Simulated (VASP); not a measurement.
Energy against volume of AgCl (rock salt). Method: HSE06 screened hybrid, VASP's PBE PAW potentials (set 64) (plane waves; VASP). Numerical set-up: 520 eV cut-off, 6×6×6 Γ-centred mesh, Gaussian smearing of 0.050 eV, potentials Ag Cl.

```csv
V (Å³/atom),E (eV/atom)
20.706,-3.32026
21.367,-3.32864
22.028,-3.33082
22.689,-3.32790
```

Problem. Fit these four points and predict the energy of the run at 20.046 Å³/atom.

Solution. A cubic in V^(−2/3), the third-order Birch-Murnaghan form, passes through the four points with V0 = 21.96 Å³/atom and B0 = 42 GPa, and gives -3.3044 eV/atom there. The run gave -3.3047 eV/atom, -0.3 meV/atom from the fit; all five points give B0 = 42 GPa.

The compound is AgCl in the rock salt structure. It was relaxed first. The cell's shape comes from a PBE relaxation.
